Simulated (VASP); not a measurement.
Data:

```
CaHg2
1.0
    4.90636     0.00000     0.00000
   -2.45318     4.24903     0.00000
    0.00000     0.00000     3.52070
Ca Hg
1 2
Direct
  0.00000   0.00000   0.00000
  0.66667   0.33333   0.50006
  0.33333   0.66667   0.49994
```

Calculation: PBEsol GGA, VASP's PBE PAW potentials (set 64) (plane waves; VASP). Run with 400 eV cut-off, 8×8×10 Γ-centred mesh, tetrahedra with Blöchl corrections, potentials Ca_sv Hg.

The cores are frozen, which limits the accuracy of field gradients.

Problem. Give the principal components of the electric field gradient (V/Å²) and the asymmetry η at each nucleus.

Solution. 
```tsv
atom	Vxx	Vyy	Vzz	η
Ca1	-1.0	-1.0	2.0	0.00
Hg2	-184.4	-184.4	368.7	0.00
Hg3	-184.4	-184.4	368.7	0.00
```

The structure comes from a computed database's CaHg2 entry (P-3m1); how it stands against other phases isn't given here. It was relaxed first, which changed the volume by -19 %. The relaxed cell has space group P6/mmm.
